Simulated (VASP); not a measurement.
# NaCuMo (P-6m2) in VASP: notebook

Runs on NaCuMo. Level: PBE. Tasks: relaxation of cell and atoms, single point.

Everything below comes from runs of VASP 6.6.1. Logs are shortened: lines on timing, memory, paths and dates and some standing lists are left out, and cuts for length are marked.

## Step 1: Starting point

Symmetry: P-6m2, No. 187, hexagonal system. The conventional cell has a = 4.921 Å, b = 4.921 Å, c = 3.016 Å, α = 90.00°, β = 90.00°, γ = 120.00°. Na (site symmetry -6m2) is surrounded by 2 Na at 3.02 Å and 6 Cu at 3.22 Å and 6 Mo at 3.22 Å. Around Cu (site symmetry -6m2) lie 3 Mo at 2.84 Å and 2 Cu at 3.02 Å and 6 Na at 3.22 Å. Mo (site symmetry -6m2) is surrounded by 3 Cu at 2.84 Å and 2 Mo at 3.02 Å and 6 Na at 3.22 Å.

The cell was built by a generator and needn't be a form met in nature.

## Step 2: Relaxation of cell and atoms, PBE

Input file INCAR:

```
  PREC = Accurate
  ENCUT = 600
  EDIFF = 1E-6
  ISMEAR = 0
  SIGMA = 0.1
  LREAL = F
  LASPH = T
  NELM = 100
  ALGO = Normal
  ISIF = 3
  LWAVE = F
  LCHARG = F
  GGA = PE
  IBRION = 2
  NSW = 90
  EDIFFG = -0.04
```

Input file KPOINTS:

```
Automatic mesh
0
Gamma
  6 6 6
```

Input file POSCAR:

```
NaCuMo
1.0
    4.9206261700      0.0000000000      0.0000000000
   -2.4603130900      4.2613872700      0.0000000000
    0.0000000000      0.0000000000      3.0163438400
Na Cu Mo
1 1 1
Direct
    0.0000000000      0.0000000000      0.0000000000
    0.6666666700      0.3333333300      0.5000000000
    0.3333333300      0.6666666700      0.5000000000
```

Potentials or basis: VASP PAW PBE potentials, release 64 (Na_pv, Cu, Mo_sv).

Command:

```console
> cat potpaw_PBE.64/Na_pv/POTCAR potpaw_PBE.64/Cu/POTCAR potpaw_PBE.64/Mo_sv/POTCAR > POTCAR
> mpirun -np 1 vasp_std > vasp.out
```

OUTCAR:

```text
PREC = Accurate
   ENCUT = 600
   EDIFF = 1E-6
   ISMEAR = 0
   LREAL = F
   LASPH = T
   NELM = 100
   ISIF = 3
   GGA = PE
   IBRION = 2
   NSW = 90
   EDIFFG = -0.04

 ion  position               nearest neighbor table
   1  0.000  0.000  0.000-
   2  0.667  0.333  0.500-   3 2.84   3 2.84   3 2.84
   3  0.333  0.667  0.500-   2 2.84   2 2.84   2 2.84

  LATTYP: Found a hexagonal cell.
 ALAT       =     4.9206261700
 C/A-ratio  =     0.6129999996

  Lattice vectors:

 A1 = (   4.9206261700,   0.0000000000,   0.0000000000)
 A2 = (  -2.4603130900,   4.2613872700,   0.0000000000)
 A3 = (   0.0000000000,   0.0000000000,   3.0163438400)

Analysis of symmetry for initial positions (statically):
=====================================================================
 Subroutine PRICEL returns:
 Original cell was already a primitive cell.

 Routine SETGRP: Setting up the symmetry group for a
 hexagonal supercell.

 Subroutine GETGRP returns: Found 12 space group operations
 (whereof 12 operations were pure point group operations)
 out of a pool of 24 trial point group operations.

The static configuration has the point symmetry D_3h.

Analysis of symmetry for dynamics (positions and initial velocities):
=====================================================================
 Subroutine PRICEL returns:
 Original cell was already a primitive cell.

 Routine SETGRP: Setting up the symmetry group for a
 hexagonal supercell.

 Subroutine GETGRP returns: Found 12 space group operations
 (whereof 12 operations were pure point group operations)
 out of a pool of 24 trial point group operations.

The dynamic configuration has the point symmetry D_3h.

 Subroutine INISYM returns: Found 12 space group operations
 (whereof 12 operations are pure point group operations),
 and found     1 'primitive' translations

----------------------------------------------------------------------------------------

                                     Primitive cell

  volume of cell :      63.2488

  direct lattice vectors                    reciprocal lattice vectors
     4.920626170  0.000000000  0.000000000     0.203226168  0.117332683  0.000000000
    -2.460313090  4.261387270  0.000000000     0.000000000  0.234665365  0.000000000
     0.000000000  0.000000000  3.016343840     0.000000000  0.000000000  0.331527191

  length of vectors
     4.920626170  4.920626176  3.016343840     0.234665366  0.234665365  0.331527191

  position of ions in fractional coordinates (direct lattice)
     0.000000000  0.000000000  0.000000000
     0.666666670  0.333333330  0.500000000
     0.333333330  0.666666670  0.500000000

  ion indices of the primitive-cell ions
   primitive index   ion index
                 1           1
                 2           2
                 3           3

----------------------------------------------------------------------------------------

 KPOINTS: Automatic mesh

Automatic generation of k-mesh.
 Grid dimensions read from file:
 generate k-points for:    6    6    6

 Generating k-lattice:

  Cartesian coordinates                     Fractional coordinates (reciprocal lattice)
     0.033871028  0.019555447  0.000000000     0.166666667 -0.000000000  0.000000000
     0.000000000  0.039110894  0.000000000     0.000000000  0.166666667  0.000000000
     0.000000000  0.000000000  0.055254532     0.000000000  0.000000000  0.166666667

  Length of vectors
     0.039110894  0.039110894  0.055254532

  Shift w.r.t. Gamma in fractional coordinates (k-lattice)
     0.000000000  0.000000000  0.000000000

 Subroutine IBZKPT returns following result:
 ===========================================

 Found     28 irreducible k-points:

 Following reciprocal coordinates:
            Coordinates               Weight
  0.000000  0.000000  0.000000      1.000000
  0.166667  0.000000  0.000000      6.000000
  0.333333 -0.000000  0.000000      6.000000
  0.500000  0.000000  0.000000      3.000000
  0.166667  0.166667  0.000000      6.000000
  0.333333  0.166667  0.000000     12.000000
[... 16 lines left out ...]
  0.166667  0.000000  0.500000      6.000000
  0.333333 -0.000000  0.500000      6.000000
 [... further k-points ...]
   k-points           NKPTS =     28   k-points in BZ     NKDIM =     28   number of bands    NBANDS=     20
   number of dos      NEDOS =    301   number of ions     NIONS =      3
   total plane-waves  NPLWV =  38400
   dimension x,y,z NGX =    40 NGY =   40 NGZ =   24
   dimension x,y,z NGXF=    80 NGYF=   80 NGZF=   48
   ions per type =               1   1   1
   NGX,Y,Z   is equivalent  to a cutoff of  13.51, 13.51, 13.23 a.u.
   NGXF,Y,Z  is equivalent  to a cutoff of  27.03, 27.03, 26.46 a.u.
 SYSTEM =  unknown system
   PREC   = accura    normal or accurate (medium, high low for compatibility)
   ISTART =      0    job   : 0-new  1-cont  2-samecut
   ICHARG =      2    charge: 1-file 2-atom 10-const
   ISPIN  =      1    spin polarized calculation?
   LNONCOLLINEAR =      F non collinear calculations
   LSORBIT =      F    spin-orbit coupling
   LASPH  =      T    aspherical Exc in radial PAW
   ENCUT  =  600.0 eV  44.10 Ry    6.64 a.u.   9.83  9.83  6.02*2*pi/ulx,y,z
   NELM   =    100;   NELMIN=  2; NELMDL= -5     # of ELM steps
   EDIFF  = 0.1E-05   stopping-criterion for ELM
   LREAL  =      F    real-space projection
   EDIFFG = -.4E-01   stopping-criterion for IOM
   NSW    =     90    number of steps for IOM
   IBRION =      2    ionic relax: 0-MD 1-quasi-New 2-CG
   NFREE  =      1    steps in history (QN), initial steepest desc. (CG)
   ISIF   =      3    stress and relaxation
   ISYM   =      2    0-nonsym 1-usesym 2-fastsym
   POTIM  = 0.5000    time-step for ionic-motion
   TEBEG  =    0.0;   TEEND  =   0.0 temperature during run
   PSTRESS=    0.0 pullay stress
   NELECT =      32.0000    total number of electrons
   NUPDOWN=      -1.0000    fix difference up-down
   EMIN   =  10.00;   EMAX   =-10.00  energy-range for DOS
   EFERMI =   0.00;   METHOD = LEGACY
   ISMEAR =     0;   SIGMA  =   0.10  broadening in eV -4-tet -1-fermi 0-gaus
   EFERMI_NEDOS =   21; number of points for ismear=-14 and -15
   IALGO  =     38    algorithm
   IMIX   =      4    mixing-type and parameters
     AMIX     =   0.40;   BMIX     =  1.00
     AMIX_MAG =   1.60;   BMIX_MAG =  1.00
  volume/ion in A,a.u.               =      21.08       142.27
  Fermi-wavevector in a.u.,A,eV,Ry     =   1.304490  2.465129 23.152954  1.701694
  Thomas-Fermi vector in A             =   2.435422
   LORBIT       =      0    0 simple, 1 ext, 2 COOP (PROOUT), +10 PAW based schemes
   GGA     = PE    functional components
   LHFCALC =     F    Hartree Fock is set to
   AEXX    =    0.0000 exact exchange contribution
   IVDW    =     0    specifies the selected vdW correction
   LEPSILON=     F    determine dielectric tensor
   LRPA    =     F    only Hartree local field effects (RPA)
 conjugate gradient relaxation of ions
 non-spin polarized calculation
 Gauss-broadening in eV      SIGMA  =   0.10
  energy-cutoff  :      600.00
  volume of cell :       63.25
 maximum number of plane-waves:      2124
 NGX is ok and might be reduce to    40
   NGX = 19   NGY = 19   NGZ = 13

--------------------------------------- Ionic step        1  -------------------------------------------

 number of electron      32.0000001 magnetization

 Free energy of the ion-electron system (eV)
  ---------------------------------------------------
  ext. energy  EPLUGINS =         0.00000000
  ---------------------------------------------------
  free energy    TOTEN  =       -12.21544473 eV

  energy without entropy =      -12.20317779  energy(sigma->0) =      -12.20931126

 E-fermi :   3.9573     XC(G=0):  -9.8905

 val. band max:        3.9370878845   @ k =   0.3333  -0.0000   0.5000
 cond. band min:       3.9737904471   @ k =   0.1667   0.1667   0.3333
 fundamental gap:      0.0367025626
 Fermi energy:         3.9573153600

 k-point     1 :       0.0000    0.0000    0.0000
  band No.  band energies     occupation
      1     -56.9231      2.00000
      2     -30.9589      2.00000
      3     -30.9589      2.00000
      4     -30.8187      2.00000
      5     -19.2736      2.00000
      6     -19.2736      2.00000
[... 541 lines left out ...]
     19       6.3119      0.00000
     20       8.6370      0.00000

 [... further k-points ...]

------------------------ aborting loop because EDIFF is reached ----------------------------------------

  FORCE on cell =-STRESS in cart. coord.  units (eV):
  Direction    XX          YY          ZZ          XY          YZ          ZX
  --------------------------------------------------------------------------------------
  -------------------------------------------------------------------------------------
  Total       -3.7279209     -3.7279209     -6.8078256      0.0000000     -0.0000000      0.0000000
  in kB      -94.4332753    -94.4332755   -172.4514233      0.0000001     -0.0000000      0.0000000
  external PRESSURE =    -120.4393247 kB  Pullay stress =       0.0000000 kB
[... 92 lines left out ...]
  FREE ENERGIE OF THE ION-ELECTRON SYSTEM (eV)
  ---------------------------------------------------
  free  energy   TOTEN  =       -13.0186532997 eV

  energy  without entropy=      -13.0079443480  energy(sigma->0) =      -13.01329882

[... ionic steps 4 to 7 ...]

--------------------------------------- Ionic step        8  -------------------------------------------

 number of electron      31.9999990 magnetization

------------------------ aborting loop because EDIFF is reached ----------------------------------------
[... 69 lines left out ...]
--------------------------------------- Ionic step       10  -------------------------------------------

 number of electron      32.0000010 magnetization

 Free energy of the ion-electron system (eV)
  ---------------------------------------------------
  ext. energy  EPLUGINS =         0.00000000
  ---------------------------------------------------
  free energy    TOTEN  =       -13.18109211 eV

  energy without entropy =      -13.16858528  energy(sigma->0) =      -13.17483870

 E-fermi :   6.1775     XC(G=0): -10.9275

 val. band max:        6.1392782393   @ k =   0.5000   0.0000   0.1667
 cond. band min:       6.2319388422   @ k =   0.3333   0.3333   0.1667
 fundamental gap:      0.0926606029
 Fermi energy:         6.1774618246

 k-point     1 :       0.0000    0.0000    0.0000
  band No.  band energies     occupation
      1     -54.7294      2.00000
      2     -28.7723      2.00000
      3     -28.7723      2.00000
      4     -27.5785      2.00000
      5     -17.7964      2.00000
      6     -17.7964      2.00000
[... 541 lines left out ...]
     19      10.0649      0.00000
     20      11.9501      0.00000

 [... further k-points ...]

------------------------ aborting loop because EDIFF is reached ----------------------------------------

  FORCE on cell =-STRESS in cart. coord.  units (eV):
  Direction    XX          YY          ZZ          XY          YZ          ZX
  --------------------------------------------------------------------------------------
  -------------------------------------------------------------------------------------
  Total       -0.0209983     -0.0209983      0.0326766      0.0000000      0.0000000      0.0000000
  in kB       -0.6670632     -0.6670632      1.0380542      0.0000000      0.0000000      0.0000000
  external PRESSURE =      -0.0986908 kB  Pullay stress =       0.0000000 kB
[... 18 lines left out ...]
  FREE ENERGIE OF THE ION-ELECTRON SYSTEM (eV)
  ---------------------------------------------------
  free  energy   TOTEN  =       -13.1810921112 eV

  energy  without entropy=      -13.1685852841  energy(sigma->0) =      -13.17483870

 reached required accuracy - stopping structural energy minimisation
```

Wall time 2.8 min (1 thread of AMD EPYC 9R45 (Zen 5), shared host); peak memory 0.2 GiB.

What came out:

| Property | Result |
| --- | --- |
| Free energy | -13.1811 eV |
| Relaxed volume | 16.81 Å³/atom |
| Relaxed cell | a = 4.890 Å, b = 4.890 Å, c = 2.436 Å, α = 90.00°, β = 90.00°, γ = 120.00° |
| Space group after relaxing (to 0.05 Å) | P-6m2 (No. 187) |
| Energy gained by relaxing | 321.9 meV/atom |
| Ionic steps | 10 |
| Pressure after relaxing | 0.0 GPa |
| Band gap on the k mesh | none (metal or under the smearing width) |

Step by step:
```csv
step,energy change (eV),largest force (eV/Å),pressure (GPa),volume (Å³)
1,0.0000,0.0000,-12.04,63.25
2,-0.7916,0.0000,-0.90,49.77
3,-0.8032,0.0000,0.90,48.62
4,-0.8037,0.0000,1.53,48.34
5,-0.8778,0.0000,1.85,48.37
6,-0.9364,0.0000,4.46,48.21
7,-0.9380,0.0000,3.20,48.29
8,-0.9411,0.0000,3.77,48.25
9,-0.9563,0.0000,-1.96,51.88
10,-0.9656,0.0000,-0.01,50.43
```

Final structure:
```cif
data_structure
_symmetry_space_group_name_H-M 'P 1'
_symmetry_Int_Tables_number 1
_cell_length_a 4.8897
_cell_length_b 4.8897
_cell_length_c 2.4358
_cell_angle_alpha 90.000
_cell_angle_beta 90.000
_cell_angle_gamma 120.000
_cell_volume 50.43
loop_
_atom_site_label
_atom_site_type_symbol
_atom_site_fract_x
_atom_site_fract_y
_atom_site_fract_z
_atom_site_occupancy
Na1 Na 0.00000 0.00000 0.00000 1
Cu1 Cu 0.66667 0.33333 0.50000 1
Mo1 Mo 0.33333 0.66667 0.50000 1
```

Caveat: the volume moved by over 15 % at a fixed basis, so the end points are rough.

## Step 3: Single point, PBE

Input file INCAR:

```
PREC = Accurate
ENCUT = 520
EDIFF = 1E-6
ISMEAR = 0
SIGMA = 0.1
LREAL = False
LASPH = True
NELM = 100
ALGO = Normal
ISIF = 2
LWAVE = False
LCHARG = False
GGA = PE
NBANDS = 23
```

KPOINTS is that of step 2.

POSCAR is that of step 2.

Potentials or basis: VASP PAW PBE potentials, release 64 (Na_pv, Cu, Mo_sv).

Command:

```console
> cat potpaw_PBE.64/Na_pv/POTCAR potpaw_PBE.64/Cu/POTCAR potpaw_PBE.64/Mo_sv/POTCAR > POTCAR
> mpirun -np 1 vasp_std > vasp.out
```

OUTCAR:

```text
PREC = Accurate
   ENCUT = 520
   EDIFF = 1E-6
   ISMEAR = 0
   LREAL = False
   LASPH = True
   NELM = 100
   ISIF = 2
   GGA = PE

 ion  position               nearest neighbor table
   1  0.000  0.000  0.000-
   2  0.667  0.333  0.500-   3 2.84   3 2.84   3 2.84
   3  0.333  0.667  0.500-   2 2.84   2 2.84   2 2.84

  LATTYP: Found a hexagonal cell.
 ALAT       =     4.9206261700
 C/A-ratio  =     0.6129999996

  Lattice vectors:

 A1 = (   4.9206261700,   0.0000000000,   0.0000000000)
 A2 = (  -2.4603130900,   4.2613872700,   0.0000000000)
 A3 = (   0.0000000000,   0.0000000000,   3.0163438400)

Analysis of symmetry for initial positions (statically):
=====================================================================
 Subroutine PRICEL returns:
 Original cell was already a primitive cell.

 Routine SETGRP: Setting up the symmetry group for a
 hexagonal supercell.

 Subroutine GETGRP returns: Found 12 space group operations
 (whereof 12 operations were pure point group operations)
 out of a pool of 24 trial point group operations.
[... 163 lines left out ...]
  free energy    TOTEN  =       -12.21583720 eV

  energy without entropy =      -12.20357257  energy(sigma->0) =      -12.20970488

 E-fermi :   3.9574     XC(G=0):  -9.8905

 val. band max:        3.9371460211   @ k =   0.3333  -0.0000   0.5000
 cond. band min:       3.9739410327   @ k =   0.1667   0.1667   0.3333
 fundamental gap:      0.0367950116
 Fermi energy:         3.9574390812

 k-point     1 :       0.0000    0.0000    0.0000
  band No.  band energies     occupation
      1     -56.9230      2.00000
      2     -30.9584      2.00000
      3     -30.9584      2.00000
      4     -30.8182      2.00000
      5     -19.2732      2.00000
      6     -19.2732      2.00000
[... 613 lines left out ...]
     22       8.8515      0.00000
     23      11.8569      0.00000

 [... further k-points ...]

------------------------ aborting loop because EDIFF is reached ----------------------------------------

  FORCE on cell =-STRESS in cart. coord.  units (eV):
  Direction    XX          YY          ZZ          XY          YZ          ZX
  --------------------------------------------------------------------------------------
  -------------------------------------------------------------------------------------
  Total       -3.6943330     -3.6943330     -6.7737105      0.0000000      0.0000000      0.0000000
  in kB      -93.5824486    -93.5824487   -171.5872402      0.0000001      0.0000000      0.0000000
  external PRESSURE =    -119.5840458 kB  Pullay stress =       0.0000000 kB

 VOLUME and BASIS-vectors are now :
 -----------------------------------------------------------------------------
  energy-cutoff  :      520.00
  volume of cell :       63.25
      direct lattice vectors                 reciprocal lattice vectors
     4.920626170  0.000000000  0.000000000     0.203226168  0.117332683  0.000000000
    -2.460313090  4.261387270  0.000000000     0.000000000  0.234665365  0.000000000
     0.000000000  0.000000000  3.016343840     0.000000000  0.000000000  0.331527191

 POSITION                                       TOTAL-FORCE (eV/Angst)
 -----------------------------------------------------------------------------------
      0.00000      0.00000      0.00000        -0.000000     -0.000000      0.000000
      2.46031      1.42046      1.50817         0.000000      0.000000      0.000000
     -0.00000      2.84092      1.50817         0.000000      0.000000      0.000000
 -----------------------------------------------------------------------------------
    total drift:                                0.000042     -0.000025      0.000000

  FREE ENERGIE OF THE ION-ELECTRON SYSTEM (eV)
  ---------------------------------------------------
  free  energy   TOTEN  =       -12.2158371976 eV

  energy  without entropy=      -12.2035725698  energy(sigma->0) =      -12.20970488
```

Run time: 29 s. Hardware: 1 thread of AMD EPYC 9R45 (Zen 5), shared host; peak memory 0.18 GiB.

Results:

- Free energy: -12.2158 eV
- Pressure: -12.0 GPa
- Band gap on the k mesh: none (metal or under the smearing width)

Stress tensor (GPa, compression positive):
```
 -9.36   0.00   0.00
  0.00  -9.36   0.00
  0.00   0.00 -17.16
```

Levels at points of the mesh, in eV from the Fermi level:
```
           k point  band 14  band 15  band 16  band 17  band 18  band 19
(0.00, 0.00, 0.00)    -1.96    -1.16    -1.16     1.33     1.33     3.52
(0.50, 0.00, 0.00)    -1.96    -1.68    -0.05     0.19     1.23     1.24
(0.00, 0.00, 0.50)    -0.97    -0.86    -0.35    -0.33    -0.33     3.75
(0.50, 0.00, 0.50)    -0.87    -0.63     0.44     0.59     1.19     1.97
```
